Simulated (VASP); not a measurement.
All values below come from AM05 GGA, VASP's PBE PAW potentials (set 64) (plane waves; VASP).

A VASP calculation is set up with these files.

File KPOINTS:
```
Regular mesh
0
Gamma
  8 8 8
```

### INCAR
```
ALGO = Normal
EDIFF = 1E-7
ENCUT = 520
GGA = AM
ISIF = 2
ISMEAR = 0
LASPH = .TRUE.
LCHARG = .FALSE.
LMAXMIX = 6
LREAL = .FALSE.
LWAVE = .FALSE.
NELM = 100
PREC = Accurate
SIGMA = 0.05
SYSTEM = HfO2
```

POSCAR:
```
HfO2
1
    0.0000000000     2.4846853112     2.4846853112
    2.4846853112     0.0000000000     2.4846853112
    2.4846853112     2.4846853112     0.0000000000
Hf O
1 2
Direct
  0.0000000000   0.0000000000   0.0000000000
  0.2500000000   0.2500000000   0.2500000000
  0.7500000000   0.7500000000   0.7500000000
```

POTCAR, in this order: Hf_pv O (PBE.64 set). Program: vasp_std.

Unless said otherwise, spin-orbit coupling is left out, though it shifts the bands of the heavy elements here.

Task: Predict the energy per atom (σ→0), pressure, band gap (on the k-mesh).

Result: 
| Property | Value |
|---|---|
| energy per atom (σ→0) | -10.301 eV/atom |
| band gap (on the k-mesh) | 3.87 eV |
| pressure | 8.61 GPa |

OSZICAR:
```
...
DAV:   8    -0.309116815573E+02    0.21487E-01   -0.14033E-01  1066   0.403E+00    0.475E+00
DAV:   9    -0.309044212105E+02    0.72603E-02   -0.27624E-02  1059   0.152E+00    0.174E+00
DAV:  10    -0.309044827964E+02   -0.61586E-04   -0.38630E-03  1082   0.501E-01    0.342E-01
DAV:  11    -0.309044692297E+02    0.13567E-04   -0.24512E-04  1031   0.136E-01    0.220E-01
DAV:  12    -0.309044848231E+02   -0.15593E-04   -0.60001E-05  1123   0.576E-02    0.379E-02
DAV:  13    -0.309044857595E+02   -0.93641E-06   -0.22387E-06  1108   0.123E-02    0.160E-02
DAV:  14    -0.309044858127E+02   -0.53257E-07   -0.40755E-07   975   0.539E-03
   1 F= -.30904486E+02 E0= -.30904486E+02  d E =-.136205E-15
```

The compound is HfO2 in the fluorite structure, the high-temperature cubic form, which is unstable at 0 K; the monoclinic form is the stable one. This cell is one point of a volume scan, at 0.97 of the reference volume.
